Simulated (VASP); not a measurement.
A VASP calculation is set up with these files.

### KPOINTS
```
Automatic
0
G
  8 8 8
```

### POSCAR
```
KBr
1
   -0.0000000000     3.2858238524     3.2858238524
    3.2858238524    -0.0000000000     3.2858238524
    3.2858238524     3.2858238524     0.0000000000
K Br
1 1
Direct
  0.0000000000   0.0000000000   0.0000000000
  0.5000000000   0.5000000000   0.5000000000
```

INCAR:
```
SYSTEM = KBr
PREC = Accurate
ENCUT = 520
EDIFF = 1E-7
NELM = 100
ALGO = Normal
LREAL = .FALSE.
LASPH = .TRUE.
ISMEAR = -5
GGA = BO
PARAM1 = 0.1833333333
PARAM2 = 0.22
LUSE_VDW = .TRUE.
AGGAC = 0.0
LMAXMIX = 4
LWAVE = .FALSE.
LCHARG = .TRUE.
LORBIT = 11
NEDOS = 601
ISIF = 2
```

POTCAR, in this order: K_sv Br (PBE.64 set). Program: vasp_std.

Problem. Write an equivalent input for Quantum ESPRESSO's pw.x.

Solution. One equivalent input (not run):
```
&CONTROL
  calculation = 'scf'
  pseudo_dir = './pseudo'
  outdir = './out'
  tprnfor = .true.
  tstress = .true.
/
&SYSTEM
  ibrav = 0
  nat = 2
  ntyp = 2
  ecutwfc = 74
  occupations = 'tetrahedra'
  input_dft = 'vdw-df-obk8'
/
&ELECTRONS
  conv_thr = 7.3e-09
  electron_maxstep = 100
/
ATOMIC_SPECIES
  K 39.098 K.upf
  Br 79.904 Br.upf
CELL_PARAMETERS angstrom
    -0.0000000    3.2858239    3.2858239
     3.2858239   -0.0000000    3.2858239
     3.2858239    3.2858239    0.0000000
ATOMIC_POSITIONS crystal
  K    0.0000000  0.0000000  0.0000000
  Br   0.5000000  0.5000000  0.5000000
K_POINTS automatic
  8 8 8 0 0 0
```
Limits of the translation: the potentials are each code's own (VASP's PAW set, PseudoDojo norm-conserving files in pw.x), so ENCUT and ecutwfc are chosen apart and not converted; conv_thr bounds pw.x's estimated SCF error, while EDIFF bounds the energy change between steps.

The compound is KBr in the rock salt structure. It was relaxed first.
